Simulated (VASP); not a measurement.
Given:

```
CdTe
1.0
    0.00000     3.26345     3.26345
    3.26345     0.00000     3.26345
    3.26345     3.26345     0.00000
Cd Te
1 1
Direct
  0.00000   0.00000   0.00000
  0.25000   0.25000   0.25000
```

Calculation: AM05 GGA, VASP's PBE PAW potentials (set 64) (plane waves; VASP). Run with 520 eV cut-off, 8×8×8 Γ-centred mesh, tetrahedra with Blöchl corrections, potentials Cd Te.

Unless said otherwise, spin-orbit coupling is left out, though it shifts the bands of the heavy elements here.

Q: Predict the energy per atom (σ→0), band gap (on the k-mesh) with the smallest direct gap where there is one.

A: 
```json
{
  "band gap (on the k-mesh)": "0.68 eV",
  "smallest direct gap (on the k-mesh)": "0.68 eV",
  "energy per atom (σ→0)": "-2.496 eV/atom"
}
```

Total energies compare only between runs with the same potentials, cut-off and functional.

The compound is CdTe in the zinc blende structure. It was relaxed first.
